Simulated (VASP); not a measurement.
Input:

```xyz
2
Lattice="0.0000 2.4415 2.4415 2.4415 0.0000 2.4415 2.4415 2.4415 0.0000" Properties=species:S:1:pos:R:3 pbc="T T T"
Y      0.0000     0.0000     0.0000
N      2.4415     2.4415     2.4415
```

Method: MS2 meta-GGA, VASP's PBE PAW potentials (set 64) (plane waves; VASP). Run with 520 eV cut-off, 10×10×10 Γ-centred mesh, tetrahedra with Blöchl corrections, potentials Y_sv N.

Give the energies of bands 6 to 11 at the high-symmetry points, in eV from the valence-band maximum.

| band | Γ | X | U | L | W |
|---|---|---|---|---|---|
| 6 | 0.00 | -1.58 | -2.21 | -4.10 | -2.15 |
| 7 | 0.00 | -0.41 | -1.65 | -2.25 | -1.59 |
| 8 | 0.00 | -0.41 | -1.32 | -2.25 | -1.59 |
| 9 | 3.46 | 0.39 | 2.70 | 6.07 | 4.29 |
| 10 | 3.46 | 7.40 | 6.63 | 6.78 | 4.29 |
| 11 | 3.46 | 7.76 | 7.45 | 6.78 | 7.84 |

The gap is indirect, 0.39 eV, from the valence maximum at Γ to the conduction minimum at X.

The compound is YN in the rock salt structure. It was relaxed first.
